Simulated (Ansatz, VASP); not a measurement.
## Te2As in two plane-wave programs

One calculation is typed for both programs; each brings its own data sets. How far apart do they land? The cell is generated by rule, not measured, and may not be a known phase. The cell is taken from a series of runs on this material, whose earlier steps may have relaxed, scaled, displaced or heated it; both programs get it as it stands.

Calculated with Ansatz 0.2.0; plane waves, with VASP 6.6.1 beside it; relaxation of cell and atoms at PBE.

### 1. Starting point

The structure is cubic, space group Fm-3m (No. 225). Conventional cell: a = 7.103 Å, b = 7.103 Å, c = 7.103 Å, α = 90.00°, β = 90.00°, γ = 90.00°. As has 8 Te at 3.08 Å nearest. Nearest to Te lie 4 As at 3.08 Å. Farther neighbours and most contacts between anions are not listed.

Coordinates:

```
As Te
1.0
     0.00000    3.55156    3.55156
     3.55156    0.00000    3.55156
     3.55156    3.55156    0.00000
As Te
1 2
Cartesian
  0.0000 0.0000 0.0000
  5.3273 5.3273 5.3273
  1.7758 1.7758 1.7758
```

### 2. VASP: relaxation of cell and atoms, PBE, pair 1

The relaxed volume is the usual yardstick between codes: in a stiff, nearly cubic crystal its relative difference is about their pressure difference at one cell divided by the bulk modulus.

Lines of VASP's logs that name or quote its potential files are left out, and so is its time.

INCAR

```
SYSTEM = Te2As
PREC = Accurate
ENCUT = 500
EDIFF = 1E-07
NELM = 120
ISMEAR = 1
SIGMA = 0.15
LREAL = .FALSE.
ALGO = Normal
GGA = PE
NBANDS = 14
LORBIT = 11
LWAVE = .FALSE.
LCHARG = .FALSE.
ISIF = 3
IBRION = 2
NSW = 80
EDIFFG = -0.005
LASPH = .TRUE.
GGA_COMPAT = .FALSE.
NELMIN = 4
```

POSCAR

```
Te2As
1.0
    0.0000000000      3.5515590000      3.5515590000
    3.5515590000      0.0000000000      3.5515590000
    3.5515590000      3.5515590000      0.0000000000
As Te
1 2
Direct
    0.0000000000      0.0000000000      0.0000000000
    0.7500000704      0.7500000704      0.7500000704
    0.2500000704      0.2500000704      0.2500000704
```

KPOINTS

```
Automatic mesh
0
Gamma
10 10 10
0 0 0
```

The projector-augmented-wave data sets are As and Te (PBE family, release 64).

Command:

```console
$ mpirun -np 1 vasp_std
```

Numbers of over 12 decimals in the logs are rounded to 6 here.

Log:

```text
[banner, memory and clock lines left out]
running    1 mpi-ranks, on    1 nodes
 distrk:  each k-point on    1 cores,    1 groups
 distr:  one band on    1 cores,    1 groups

 POSCAR found type information on POSCAR AsTe
 POSCAR found :  2 types and       3 ions
 LDA part: xc-table for (Slater+PW92), standard interpolation
 POSCAR, INCAR and KPOINTS ok, starting setup
 FFT: planning ... GRIDC
 FFT: planning ... GRID_SOFT
 FFT: planning ... GRID
 WAVECAR not read
 entering main loop
       N       E                     dE             d eps       ncg     rms          rms(c)
DAV:   1     0.601336319808E+02    0.60134E+02   -0.59842E+03  1316   0.932E+02
DAV:   2    -0.615490973347E+01   -0.66289E+02   -0.62425E+02  1770   0.141E+02
DAV:   3    -0.986326610255E+01   -0.37084E+01   -0.36605E+01  1526   0.354E+01
DAV:   4    -0.992426577928E+01   -0.61000E-01   -0.60969E-01  1946   0.539E+00
DAV:   5    -0.992479559272E+01   -0.52981E-03   -0.52981E-03  1594   0.447E-01    0.903E+00
DAV:   6    -0.991709132917E+01    0.77043E-02   -0.15084E-02  1598   0.751E-01    0.565E+00
DAV:   7    -0.991602890765E+01    0.10624E-02   -0.16082E-02  1472   0.819E-01    0.112E-01
DAV:   8    -0.991612559308E+01   -0.96685E-04   -0.26570E-04  1736   0.123E-01    0.840E-02
DAV:   9    -0.991622407691E+01   -0.98484E-04   -0.18106E-04  1454   0.848E-02    0.585E-02
DAV:  10    -0.991622614994E+01   -0.20730E-05   -0.47292E-06  1712   0.154E-02    0.212E-02
DAV:  11    -0.991623080201E+01   -0.46521E-05   -0.72208E-06  1436   0.139E-02    0.687E-03
DAV:  12    -0.991623124605E+01   -0.44404E-06   -0.22892E-07  1660   0.265E-03    0.508E-03
DAV:  13    -0.991623133145E+01   -0.85406E-07   -0.12203E-07  1198   0.195E-03
   1 F= -.99162313E+01 E0= -.99149608E+01  d E =-.991623E+01
 curvature:   0.00 expect dE= 0.000E+00 dE for cont linesearch  0.000E+00
 trial: gam= 0.00000 g(F)=  0.145E-40 g(S)=  0.182E-04 ort = 0.000E+00 (trialstep = 0.100E+01)
 search vector abs. value=  0.182E-04
 bond charge predicted
       N       E                     dE             d eps       ncg     rms          rms(c)
DAV:   1    -0.991626657237E+01   -0.35326E-04   -0.71870E-04  1334   0.127E-01    0.278E-02
DAV:   2    -0.991624661732E+01    0.19955E-04   -0.26569E-05  1364   0.305E-02    0.165E-02
DAV:   3    -0.991623939222E+01    0.72251E-05   -0.10769E-05  1388   0.159E-02    0.898E-03
DAV:   4    -0.991623873766E+01    0.65456E-06   -0.20537E-06  1540   0.691E-03    0.133E-02
DAV:   5    -0.991623854406E+01    0.19360E-06   -0.99897E-08  1006   0.219E-03    0.138E-03
DAV:   6    -0.991623850925E+01    0.34817E-07   -0.36195E-08   712   0.139E-03
   2 F= -.99162385E+01 E0= -.99149605E+01  d E =-.717779E-05
 trial-energy change:   -0.000007  1 .order   -0.000006   -0.000018    0.000006
 step:   0.7949(harm=  0.7489)  dis= 0.00000  next Energy=    -9.916239 (dE=-0.779E-05)
 reached required accuracy - stopping structural energy minimisation
```

OUTCAR, selected parts (step 2):

```text
ion  position               nearest neighbor table
   1  0.000  0.000  0.000-   2 3.08   3 3.08   3 3.08   3 3.08   2 3.08   2 3.08   2 3.08   3 3.08

  LATTYP: Found a face centered cubic cell.
 ALAT       =     7.1031180000

 Subroutine GETGRP returns: Found 48 space group operations
 (whereof 48 operations were pure point group operations)

The static configuration has the point symmetry O_h .

 Found     47 irreducible k-points:

   k-points           NKPTS =     47   k-points in BZ     NKDIM =     47   number of bands    NBANDS=     14

   dimension x,y,z NGX =    40 NGY =   40 NGZ =   40
   dimension x,y,z NGXF=    80 NGYF=   80 NGZF=   80

   ENCUT  =  500.0 eV  36.75 Ry    6.06 a.u.   9.16  9.16  9.16*2*pi/ulx,y,z

   NELECT =      17.0000    total number of electrons

 k-points in reciprocal lattice and weights: Automatic mesh
   0.00000000  0.00000000  0.00000000       0.001
   0.10000000  0.00000000  0.00000000       0.008
   0.20000000  0.00000000  0.00000000       0.008
   0.30000000  0.00000000  0.00000000       0.008
   0.40000000  0.00000000  0.00000000       0.008
   0.50000000  0.00000000  0.00000000       0.004
   0.10000000  0.10000000  0.00000000       0.006
   0.20000000  0.10000000  0.00000000       0.024
   0.30000000  0.10000000  0.00000000       0.024
[...]
-0.30000000  0.40000000  0.20000000       0.024
  -0.30000000  0.50000000  0.20000000       0.012

 average (electrostatic) potential at core
       1 -49.9750       2 -89.0601       3 -89.0601

 E-fermi :   5.9030

 k-point     1 :       0.0000    0.0000    0.0000
  band No.  band energies     occupation
    ...
      5       2.6585      2.00000
      6       2.6585      2.00000
      7       2.9920      2.00000
      8       2.9920      2.00000
      9       2.9920      2.00000
     10       6.8807     -0.00000
     11       6.8807     -0.00000
     12       6.8807     -0.00000
     13      10.2058      0.00000
     14      10.2058      0.00000

 k-point     2 :       0.1000    0.0000    0.0000
  band No.  band energies     occupation
    ...
      5       2.4279      2.00000
      6       2.4279      2.00000
      7       3.2235      2.00000
      8       3.2235      2.00000
      9       3.8059      2.00000
     10       6.7818     -0.00000
     11       6.8153     -0.00000
     12       6.8153     -0.00000
     13      10.5442      0.00000
     14      10.5442      0.00000

 k-point     3 :       0.2000    0.0000    0.0000
  band No.  band energies     occupation
    ...
      5       2.1437      2.00000
      6       2.1437      2.00000
      7       3.4709      2.00000
      8       3.4709      2.00000
      9       4.8232      2.00000
     10       6.7179     -0.00000
     11       6.7931     -0.00000
     12       6.7931     -0.00000
     13      11.3831      0.00000
     14      11.3831      0.00000

  Total        0.0065051      0.0065051      0.0065051     -0.0000000     -0.0000000      0.0000000
  in kB        0.1164356      0.1164356      0.1164356     -0.0000000     -0.0000000      0.0000000
  external PRESSURE =       0.1164356 kB  Pullay stress =       0.0000000 kB

  energy-cutoff  :      500.00
  volume of cell :       89.51
      direct lattice vectors                 reciprocal lattice vectors
     0.000000000  3.550450690  3.550450690    -0.140827192  0.140827192  0.140827192
     3.550450690 -0.000000000  3.550450690     0.140827192 -0.140827192  0.140827192
     3.550450690  3.550450690  0.000000000     0.140827192  0.140827192 -0.140827192

 POSITION                                       TOTAL-FORCE (eV/Angst)
 -----------------------------------------------------------------------------------
      3.55045      3.55045      7.10090         0.000000     -0.000000      0.000000
      5.32568      5.32568      5.32568         0.000000      0.000000      0.000000
      1.77523      1.77523      1.77523        -0.000000     -0.000000     -0.000000
 -----------------------------------------------------------------------------------
    total drift:                               -0.000313     -0.000313     -0.000313

  FREE ENERGIE OF THE ION-ELECTRON SYSTEM (eV)
  ---------------------------------------------------
  free  energy   TOTEN  =        -9.9162385092 eV

  energy  without entropy=       -9.9124044694  energy(sigma->0) =       -9.91496050

 reached required accuracy - stopping structural energy minimisation

 total charge
# of ion       s       p       d       tot
------------------------------------------
    1        1.378   1.125   0.047   2.550
    2        1.437   1.798   0.035   3.270
    3        1.437   1.798   0.035   3.270
--------------------------------------------------
tot          4.252   4.721   0.117   9.091

[... 3 further parts left out ...]
```

The run keeps the 48 symmetry operations of its start, so it cannot find a distortion of lower symmetry.

### 3. Ansatz: relaxation of cell and atoms, PBE, pair 1

Ansatz runs on its default PAW (the set named soft_2) files.

The same cell, functional, mesh and smearing now go to Ansatz, which takes its cutoff from its data sets.

input.yaml

```yaml
crystal:
  lattice:
    - [0.0, 3.5515593932, 3.5515593932]
    - [3.5515593932, 0.0, 3.5515593932]
    - [3.5515593932, 3.5515593932, 0.0]
  atoms:
    - { symbol: As, position: [0.0, 0.0, 0.0] }
    - { symbol: Te, position: [0.75, 0.75, 0.75] }
    - { symbol: Te, position: [0.25, 0.25, 0.25] }
kpoints:
  mp_grid: { grid: [10, 10, 10] }
hamiltonian:
  xc: pbe
scf:
  occupations: { method: methfessel_paxton, width: 0.15 }
output:
  forces: true
  stress: true
  eigenvalues: true
relax:
  adjacent_minimum: "off"
  f_tol: 0.001
  max_steps: 60
  cell: { stress_tol: 0.01 }
```

Command:

```console
$ ansatz run input.yaml --threads 4 --pin off --max-ram 8192MiB --backend cpu --events-out ev --progress --plain --runs-dir out
```

Log:

```text
Engine: ansatz 0.2.0, x86_64-unknown-linux-gnu
Pseudopotentials: kind: paw
Pseudopotential: As, paw, valence charge 15, recommended cutoff 420 eV (normal), As.paw.azcp
Pseudopotential: Te, paw, valence charge 16, recommended cutoff 420 eV (normal), Te.paw.azcp
Functional definition: PBE
  parameter kappa = 0.804
  parameter beta = 0.066725
  exchange = pbe_x(kappa = kappa, mu = beta*pi^2/3)
  correlation = pbe_c(beta = beta)
Crystal: 3 atoms, lattice volume = 89.596 Å³
Basis set: ecut = 420 eV, 1807 PW (Γ), exchange–correlation on 72×72×72 points (8 copies of the dense FFT grid, shifted against one another)
Bands: 29, of which v1, the nominal top of the filled ones, is band 24 counted from 1 (23 counted from 0)
Symmetry: 48 space group operations
Space group: Fm-3m (ITA 225), of the structure as read, at distance tolerance 4.5e-5 Å
k-points: 47 of 1000
Non-local potential: As, projectors of the file, l = 0: 2, l = 1: 2, l = 2: 3, l = 3: 1
Non-local potential: Te, projectors of the file, l = 0: 2, l = 1: 2, l = 2: 2, l = 3: 2
PAW form: soft (Blöchl's): semilocal exchange-correlation on the pseudo side does not see the compensation charge
PAW one-centre angular grid: As, 590 points (default); XC on 64 Gauss nodes
PAW one-centre angular grid: Te, 590 points (default); XC on 64 Gauss nodes
Initial density: superposition of atomic densities (neutral atoms: chi_scale 0, normalization atom), corrected by the library's trained network
Initial wavefunctions: pseudopotential atomic-orbital guess
Functional: x = pbe(κ = 0.804, μ = 0.219515), c = pbe(β = 0.066725)
SCF iter   1: F=—  HF=-18815.011226 eV  |F-HF|=—  |Δ(HF+E_count)|=         —  Δρ=4.37e-3  dr2=4.71e-2  ethr=1.77e-3  ⟨swp⟩=6.6  Hψ=5880  notcnv=0
preconditioner: auto → LDOS  [metal: Δε(μ)=0.054 eV  Ē_g=8.788 eV  σ=0.150 eV  W_gap=0.28  n_scr=14 (ndim 8)  ℏωp=16.2 eV  f_vac=0.064  D(μ)=2.53/eV (n_scr^D=14)  β→1.0]
SCF iter   2: F=—  HF=-18815.000627 eV  |F-HF|=—  |Δ(HF+E_count)|=   1.06e-2  S|Δr|=    0.00e0  Δρ=9.64e-4  dr2=1.29e-3  ethr=1.00e-4  ⟨swp⟩=2.0  Hψ=2153  notcnv=0  defer=22
SCF iter   3: F=—  HF=-18815.000529 eV  |F-HF|=—  |Δ(HF+E_count)|=   9.83e-5  S|Δr|=    0.00e0  Δρ=2.45e-4  dr2=1.15e-4  ethr=2.75e-6  ⟨swp⟩=3.0  Hψ=2531  notcnv=0  defer=22
SCF iter   4: F=—  HF=-18815.000502 eV  |F-HF|=—  |Δ(HF+E_count)|=   2.75e-5  S|Δr|=    0.00e0  Δρ=6.17e-5  dr2=3.80e-6  ethr=2.46e-7  ⟨swp⟩=2.0  Hψ=1987  notcnv=0  defer=22
SCF iter   5: F=—  HF=-18815.000499 eV  |F-HF|=—  |Δ(HF+E_count)|=   2.96e-6  S|Δr|=    0.00e0  Δρ=2.94e-5  dr2=5.30e-7  ethr=8.09e-9  ⟨swp⟩=2.1  Hψ=2440  notcnv=0  defer=22
SCF iter   6: F=-18815.000499 eV  HF=-18815.000499 eV  |F-HF|=2.09e-8  |Δ(HF+E_count)|=   1.64e-7  S|Δr|=    0.00e0  Δρ=6.73e-6  dr2=3.92e-8  ethr=2.13e-10  ⟨swp⟩=9.1  Hψ=6502  notcnv=0
SCF 1 converged in 6 iterations: F = -18815.000499 eV  dr2 = 3.92e-8
  greatest PAW one-centre occupation: 0.999 electrons in one spin orbital (limit 2), on the As atom at site 0 (counted from 0), in its partial waves of l = 2
relax step   1: F+E_penalty+E_count = -18815.00049882 eV  Δ(F+E_penalty+E_count) = +0.000e0 eV  max|allowed force component| = 5.011e-18 eV/Å  Δτ_max = 0.0000 Å  P = -0.002 GPa  Ω = 89.596 Å³  (6 SCF iters, dr2 threshold 1.00e-7 eV, accepted)
Initial density: handed on by an earlier stage of this run
Initial wavefunctions: pseudopotential atomic-orbital guess (no wavefunctions were taken with the density)
iter 1 solved again at ethr=6.18e-8 eV; its pass at ethr=3.10e-3 eV (dr2=2.91e-5 eV) is discarded
SCF iter   1: F=—  HF=-18815.000498 eV  |F-HF|=—  |Δ(HF+E_count)|=         —  Δρ=6.89e-6  dr2=4.01e-8  ethr=6.18e-8  ⟨swp⟩=3.1  Hψ=9357  notcnv=0
preconditioner: auto → LDOS  [metal: Δε(μ)=0.049 eV  Ē_g=8.771 eV  σ=0.150 eV  W_gap=0.27  n_scr=14 (ndim 8)  ℏωp=16.2 eV  f_vac=0.065  D(μ)=2.55/eV (n_scr^D=14)  β→1.0]
SCF iter   2: F=—  HF=-18815.000499 eV  |F-HF|=—  |Δ(HF+E_count)|=   1.07e-6  S|Δr|=    0.00e0  Δρ=1.90e-6  dr2=2.66e-9  ethr=8.53e-11  ⟨swp⟩=2.2  Hψ=2482  notcnv=0
SCF iter   3: F=—  HF=-18815.000499 eV  |F-HF|=—  |Δ(HF+E_count)|=   2.75e-9  S|Δr|=    0.00e0  Δρ=7.54e-7  dr2=7.99e-10  ethr=5.67e-12  ⟨swp⟩=2.0  Hψ=2020  notcnv=0
SCF iter   4: F=—  HF=-18815.000499 eV  |F-HF|=—  |Δ(HF+E_count)|=   1.24e-9  S|Δr|=    0.00e0  Δρ=1.55e-7  dr2=3.57e-11  ethr=1.70e-12  ⟨swp⟩=2.0  Hψ=2005  notcnv=0
SCF iter   5: F=—  HF=-18815.000499 eV  |F-HF|=—  |Δ(HF+E_count)|=    0.00e0  S|Δr|=    0.00e0  Δρ=5.13e-8  dr2=2.55e-12  ethr=1.00e-12  ⟨swp⟩=1.0  Hψ=1363  notcnv=0
SCF iter   6: F=-18815.000499 eV  HF=-18815.000499 eV  |F-HF|=3.64e-12  |Δ(HF+E_count)|=    0.00e0  S|Δr|=    0.00e0  Δρ=7.86e-9  dr2=5.48e-14  ethr=1.00e-12  ⟨swp⟩=5.6  Hψ=4999  notcnv=0
SCF 2 converged in 6 iterations: F = -18815.000499 eV  dr2 = 5.48e-14
relax step   2: F+E_penalty+E_count = -18815.00049883 eV  Δ(F+E_penalty+E_count) = -1.020e-8 eV  max|allowed force component| = 6.939e-18 eV/Å  Δτ_max = 0.0000 Å  P = -0.002 GPa  Ω = 89.596 Å³  stress off target by 1.87e-3 GPa  SCF on the basis re-selected at this cell (its energy is not comparable with the rows above)  (6 SCF iters)
basis re-selected at this cell: Δ(F+E_penalty+E_count) = -1.020e-8 eV, ΔP = +0.000 GPa vs the last step (what re-selecting the basis moved, of the pressure what is left beyond the Pulay correction that the steps carried, after the strain that the cell walked since its last selection, with what the two solves' SCF thresholds leave and, on support functions, any second-order correction that the steps lacked; it is no m [...]
SCF converged after 6 iterations
Stability not checked: this state was not tested for a lower state beside it, because cold or Methfessel-Paxton smearing, or corrected tetrahedra, fill the levels in a way that the test cannot read (fill_not_monotonic; see scf.lower_state_search)
Free energy (F): -18815.000499 eV
Harris-Foulkes:  -18815.000499 eV  (|F-HF|=3.64e-12)
Internal energy: -18814.996699 eV  (E = F + TS)
E sigma→0 (E₀):  -18814.999549 eV
Entropy (-TS):   -0.003800 eV (-1.267 meV/atom)
Fermi energy:    9.302558 eV
--- Per-component energies (eV) ---
  E_band       = -772.091413
  E_kinetic    = 460.562021
  E_local      = -4326.076137  (includes V_loc(G=0)·N_el)
  E_nonlocal   = -1292.272885
  E_hartree    = 2597.749318
  E_xc         = -326.660971
  E_vxc        = -285.777614  (∫ρ·V_xc dr)
  E_paw        = -11157.372185  (= ΣΔE_a)
  E_vpaw       = -524.025065  (= ΣTr[D̂ρ^β])
  E_aug_tail   = -0.000366  (compensation charges beyond the density's cutoff)
  E_ewald      = -4770.925494
  E_smearing   = -0.003800  (= −TS)
  E_closure    = 0.000000  (closes the sum)
  Σ components = -18815.000499   (vs F -18815.000499, Δ=0.00e0)
--- Forces (eV/Å), atoms counted from 1 ---
  atom   1  As    -0.00000000     0.00000000     0.00000000
  atom   2  Te    -0.00000000    -0.00000000     0.00000000
  atom   3  Te     0.00000000     0.00000000    -0.00000000
  max |Σ_I F_I| component: 4.63e-18 eV/Å
--- Stress (GPa, compression-positive) ---
       -0.001867      -0.000000       0.000000
       -0.000000      -0.001867      -0.000000
        0.000000       0.000000      -0.001867
  P = ⅓ Tr σ = -0.0019 GPa (-0.019 kbar)
--- Band table (eV; the first three rows and the last of 47) ---
  k-point 0: bands = [... 20 lower, 6.0630, 6.3955, 6.3955, 6.3955, 10.2810, 10.2810, 10.2810, 13.6432, ... 1 higher]
  k-point 1: bands = [... 20 lower, 5.8325, 6.6270, 6.6270, 7.2085, 10.1821, 10.2161, 10.2161, 13.9838, ... 1 higher]
  k-point 2: bands = [... 20 lower, 5.5485, 6.8742, 6.8742, 8.2241, 10.1176, 10.1944, 10.1944, 14.8291, ... 1 higher]
  k-point 46: bands = [... 20 lower, 6.6016, 6.7114, 9.9570, 10.0204, 10.3567, 10.9405, 11.1526, 15.0470, ... 1 higher]
--- Relaxed structure (1 steps of the walk, 1 accepted, 1 SCFs on fresh bases) ---
  F+E_penalty+E_count = -18815.00049883 eV   max|allowed force component| = 6.939e-18 eV/Å   (the final SCF, on the basis selected at the relaxed cell)
  cell:  # Å, volume = 89.5957 Å³
    - [0.0, 3.5515593932, 3.5515593932]
    - [3.5515593932, 0.0, 3.5515593932]
    - [3.5515593932, 3.5515593932, 0.0]
  atoms:
    - { symbol: As, position: [0.0, 0.0, 0.0] }
    - { symbol: Te, position: [0.75, 0.75, 0.75] }
    - { symbol: Te, position: [0.250000, 0.250000, 0.250000] }
```

### 4. Comparison

Known differences besides the potentials themselves: the data sets hold 47 valence electrons in Ansatz (on its default PAW (the set named soft_2) files) and 17 in VASP; the cutoff is 420 eV in Ansatz and 500 eV in VASP; Ansatz adds a Pulay correction to the stress that steers its cell, VASP none. Total energies have different zeros and are not compared.

Compared:

```
                                         quantity  Ansatz   VASP  difference
                                      volume (Å³)   89.60  89.51     +0.09 %
edge a after relaxation, in the typed setting (Å)   5.023  5.021     +0.03 %
```

[end of part 1 of 2]

[Lines on the potential files, build, host, timing and source positions are cut from VASP's logs without a mark.]

[Logs are printed without paths, hosts, clocks, repeated set-up lines and the standing remarks that a program may print on its own settings, such as how far it seeks lower states.]

[Hosts, paths, dates, database ids (printed as entryN), source tags and the programs' standing remarks are cut or masked in the printed files.]
